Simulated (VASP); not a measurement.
## PdS (relaxed from the zinc blende structure, space group F-43m): computed properties

Level of theory: PBEsol GGA, VASP's PBE PAW potentials (set 64) (plane waves; VASP).

For PdS, the space group is F-43m (216) and the cell is a = 5.337 Å, b = 5.337 Å, c = 5.337 Å, α = 90.00°, β = 90.00°, γ = 90.00°. The volume per atom is 19.00 Å^3/atom, the band gap (over mesh and band path) is none (metal, semimetal or under 0.01 eV) and the density is 6.05 g/cm³.

```
CELL_PARAMETERS angstrom
      0.00000     2.66851     2.66851
      2.66851     0.00000     2.66851
      2.66851     2.66851     0.00000
ATOMIC_POSITIONS crystal
  Pd 0.00000 0.00000 0.00000
  S  0.25000 0.25000 0.25000
```

The structure was generated: PdS was put into the zinc blende type (F-43m), which need not be its known phase. It was relaxed first, which changed the volume by -15 %. Symmetry was kept, so distortions that lower it aren't found.
